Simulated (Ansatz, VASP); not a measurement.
# PtSe2 in two plane-wave programs, part 2 of 2

Wanted: the spread between two codes on one cell, functional and k mesh. Of the first pair: The structure shown is the start of the Ansatz relaxation below; VASP solves that cell, so the two are compared at the walk's first step.

VASP 6.6.1 and Ansatz 0.2.0.

So far. Step 3 (VASP: single point, PBE with D3(BJ), start cell, pair 1): The run ends at a pressure of 0.22 GPa, with forces up to 0.28 eV/Å.

## 5. Ansatz: relaxation, PBE with D3(BJ)

Level of this step: Ansatz beside VASP: Kohn-Sham DFT, plane waves, PBE with D3(BJ) (Ansatz).

This run makes the geometry at which the two programs are then compared.

The structure compared here is the end of the Ansatz relaxation.

input.yaml reads:

```yaml
crystal:
  lattice:
    - [3.73, 0.0, 0.0]
    - [-1.865, 3.23027, 0.0]
    - [0.0, 0.0, 44.0]
  atoms:
    - { symbol: Pt, position: [0.0, 0.0, 0.211364] }
    - { symbol: Se, position: [0.333333, 0.666667, 0.240909] }
    - { symbol: Se, position: [0.666667, 0.333333, 0.181818] }
    - { symbol: Pt, position: [0.0, 0.0, 0.326818] }
    - { symbol: Se, position: [0.333333, 0.666667, 0.356364] }
    - { symbol: Se, position: [0.666667, 0.333333, 0.297273] }
    - { symbol: Pt, position: [0.0, 0.0, 0.442273] }
    - { symbol: Se, position: [0.333333, 0.666667, 0.471818] }
    - { symbol: Se, position: [0.666667, 0.333333, 0.412727] }
    - { symbol: Pt, position: [0.0, 0.0, 0.557727] }
    - { symbol: Se, position: [0.333333, 0.666667, 0.587273] }
    - { symbol: Se, position: [0.666667, 0.333333, 0.528182] }
    - { symbol: Pt, position: [0.0, 0.0, 0.673182] }
    - { symbol: Se, position: [0.333333, 0.666667, 0.702727] }
    - { symbol: Se, position: [0.666667, 0.333333, 0.643636] }
    - { symbol: Pt, position: [0.0, 0.0, 0.788636] }
    - { symbol: Se, position: [0.333333, 0.666667, 0.818182] }
    - { symbol: Se, position: [0.666667, 0.333333, 0.759091] }
  periodic: [true, true, false]
kpoints:
  mp_grid: { grid: [9, 9, 1] }
hamiltonian:
  xc: pbe
  dispersion: d3bj
  pseudopotentials: { kind: paw, azcp: { folder: soft_1 } }
scf:
  occupations: { method: gaussian, width: 0.02 }
output:
  forces: true
  stress: true
  eigenvalues: true
relax:
  adjacent_minimum: "off"
  f_tol: 0.004
  max_steps: 80
  cell: { stress_2d_tol: 0.01 }
```

Launch:

```console
$ ansatz run input.yaml --threads 8 --pin off --max-ram 20480MiB --backend cpu --events-out ev --progress --plain --runs-dir out
```

Numbers of over 12 decimals in the logs are rounded to 6 here.

Output:

```text
[...]
° read free of the cell's end (the report's vacuum.weakly_bound_levels)
[...]
--- Relaxed structure (8 steps of the walk, 7 accepted, 1 SCFs on fresh bases) ---
[...]
cell:  # Å, volume = 976.8323 Å³
    - [3.759613, 0, 0]
    - [-1.879807, 3.255921, 0]
    - [0, 0, 79.800032]
  atoms:
    - { symbol: Pt, position: [-1.662826413129149e-17, 6.651305652516565e-18, 0.123817] }
    - { symbol: Se, position: [0.333333, 0.666667, 0.139795] }
[...]
- { symbol: Se, position: [0.333333, 0.666667, 0.261476] }
    - { symbol: Se, position: [0.666667, 0.333333, 0.229226] }
[...]
- { symbol: Se, position: [0.333333, 0.666667, 0.322152] }
    - { symbol: Se, position: [0.666667, 0.333333, 0.289903] }
[...]
- { symbol: Se, position: [0.333333, 0.666667, 0.382751] }
    - { symbol: Se, position: [0.666667, 0.333333, 0.350489] }
    - { symbol: Pt, position: [1.6628264131291493e-17, -6.651305652516565e-18, 0.427561] }
    - { symbol: Se, position: [0.333333, 0.666667, 0.443951] }
    - { symbol: Se, position: [0.666667, 0.333333, 0.411583] }
```

## 6. VASP: single point, PBE with D3(BJ), relaxed cell, pair 2

The same cell, functional, mesh and smearing now go to VASP, with its own data sets.

INCAR reads:

```
SYSTEM = PtSe2
PREC = Accurate
ENCUT = 400
EDIFF = 1E-06
NELM = 120
ISMEAR = 0
SIGMA = 0.02
LREAL = .FALSE.
ALGO = Normal
GGA = PE
IVDW = 12
NBANDS = 84
LASPH = .TRUE.
LORBIT = 11
LWAVE = .FALSE.
LCHARG = .FALSE.
ISIF = 2
LDIPOL = .TRUE.
IDIPOL = 3
DIPOL = 0.5 0.5 0.276
LVHAR = .TRUE.
GGA_COMPAT = .FALSE.
NELMDL = -8
KPAR = 4
```

POSCAR reads:

```
PtSe2
1.0
    3.7596131861      0.0000000000      0.0000000000
   -1.8798065930      3.2559205276      0.0000000000
    0.0000000000      0.0000000000     79.8000320000
Pt Se
6 12
Direct
    0.0000000000      0.0000000000      0.1238168591
    0.0000000000      0.0000000000      0.1847495601
    0.0000000000      0.0000000000      0.2453467017
    0.0000000000      0.0000000000      0.3060315233
    0.0000000000      0.0000000000      0.3666286649
    0.0000000000      0.0000000000      0.4275613659
    0.3333333333      0.6666666667      0.1397949285
    0.6666666667      0.3333333333      0.1074269341
    0.3333333333      0.6666666667      0.2008891932
    0.6666666667      0.3333333333      0.1686267778
    0.3333333333      0.6666666667      0.2614756797
    0.6666666667      0.3333333333      0.2292257745
    0.3333333333      0.6666666667      0.3221524505
    0.6666666667      0.3333333333      0.2899025453
    0.3333333333      0.6666666667      0.3827514472
    0.6666666667      0.3333333333      0.3504890319
    0.3333333333      0.6666666667      0.4439512909
    0.6666666667      0.3333333333      0.4115832965
```

KPOINTS reads:

```
Automatic mesh
0
Gamma
9 9 1
0 0 0
```

The projector-augmented-wave data sets are Pt and Se (PBE family, release 64).

Launch:

```console
$ mpirun -np 4 vasp_std
```

Output:

```text
[banner, memory and clock lines left out]
running    4 mpi-ranks, on    1 nodes
[...]
[... a notice as in an earlier step ...]

 LDA part: xc-table for (Slater+PW92), standard interpolation
 [... a notice as in an earlier step ...]

 POSCAR, INCAR and KPOINTS ok, starting setup
[...]
entering main loop
       N       E                     dE             d eps       ncg     rms          rms(c)
DAV:   1     0.951383252889E+03    0.95138E+03   -0.43333E+04  2072   0.101E+03
DAV:   2     0.248570985342E+02   -0.92653E+03   -0.88113E+03  2728   0.223E+02
DAV:   3    -0.862252411826E+02   -0.11108E+03   -0.10829E+03  2380   0.806E+01
DAV:   4    -0.897076594703E+02   -0.34824E+01   -0.34179E+01  2472   0.152E+01
[...]
DAV:  33    -0.852706529137E+02   -0.37608E-05   -0.32564E-07  1320   0.207E-03    0.961E-02
DAV:  34    -0.852706542301E+02   -0.13164E-05   -0.10639E-07  1256   0.143E-03    0.969E-02
DAV:  35    -0.852706543592E+02   -0.12904E-06   -0.27035E-08  1128   0.684E-04
   1 F= -.93452561E+02 E0= -.93451209E+02  d E =-.270268E-02
```

From OUTCAR (step 6):

```text
 Edisp (eV)   -8.18191

  Total      -0.21358    -0.21358    -0.21254    -0.00000     0.00000     0.00000
  in kB      -0.35031    -0.35031    -0.34860    -0.00000     0.00000     0.00000
  external pressure =       -0.35 kB  Pullay stress =        0.00 kB

 POSITION                                       TOTAL-FORCE (eV/Angst)
 -----------------------------------------------------------------------------------
      0.00000      0.00000      9.88059        -0.000000     -0.000000     -0.001309
      0.00000      0.00000     14.74302         0.000000     -0.000000     -0.000029
      0.00000      0.00000     19.57867         0.000000     -0.000000     -0.000298
      0.00000      0.00000     24.42133         0.000000      0.000000      0.000298
      0.00000      0.00000     29.25698         0.000000     -0.000000      0.000029
      0.00000      0.00000     34.11941         0.000000     -0.000000      0.001309
     -0.00000      2.17061     11.15564         0.000000      0.000000      0.002289
      1.87981      1.08531      8.57267         0.000000      0.000000      0.000086
     -0.00000      2.17061     16.03096        -0.000000      0.000000      0.004862
      1.87981      1.08531     13.45642         0.000000     -0.000000     -0.005451
     -0.00000      2.17061     20.86577         0.000000      0.000000      0.007282
      1.87981      1.08531     18.29222        -0.000000     -0.000000     -0.008154
     -0.00000      2.17061     25.70778        -0.000000      0.000000      0.008154
      1.87981      1.08531     23.13423        -0.000000     -0.000000     -0.007282
[...]
-----------------------------------------------------------------------------------
    total drift:                                0.000000     -0.000000      0.000198

  FREE ENERGIE OF THE ION-ELECTRON SYSTEM (eV)
  ---------------------------------------------------
  free  energy   TOTEN  =       -93.4525607241 eV

  energy  without entropy=      -93.4498580407  energy(sigma->0) =      -93.45120938

[... 1 part as in an earlier step ...]

[... 2 further parts left out ...]
[key lines of the parts left out:]
E-fermi :  -0.5496
```

The run ends at a pressure of -0.03 GPa, with forces up to 0.0082 eV/Å.

## 7. Differences

What differs besides the data sets and the points named for the pairs above, as far as they apply: the data sets hold 300 valence electrons in Ansatz (on its PAW soft_1 files) and 132 in VASP. Total energies have different zeros and are not compared.

At this near-relaxed geometry the largest component of a force difference is 8 meV/Å. VASP's last cycles still show a density residual of 1e-02, so its state may not be settled. With vacuum in the cell, a pressure given here is an average over mostly empty space and none of the material.

## 8. What came out

```yaml
r_m_s_force_difference_single_point_pbe_with_d3_bj_start_cell_pair_1: 3.2 meV/Å
r_m_s_force_difference_single_point_pbe_with_d3_bj_relaxed_cell_pair_2: 2.7 meV/Å
```

In words: The r.m.s. force difference is 3.2 meV/Å (single point, PBE with D3(BJ), start cell, pair 1), within the 12 meV/Å picked in this series as the mark of a large difference. The data sets hold unlike numbers of valence electrons (300 in Ansatz and 132 in VASP), so part of the differences comes from the potentials. Such differences can come from data sets, numerical settings and the points named under the comparisons, not from the functional's error against experiment.

[Lines on the potential files, build, host, timing and source positions are cut from VASP's logs without a mark.]

[Logs are printed without paths, hosts, clocks, repeated set-up lines and the standing remarks that a program may print on its own settings, such as how far it seeks lower states.]

[Hosts, paths, dates, database ids (printed as entryN), source tags and the programs' standing remarks are cut or masked in the printed files.]
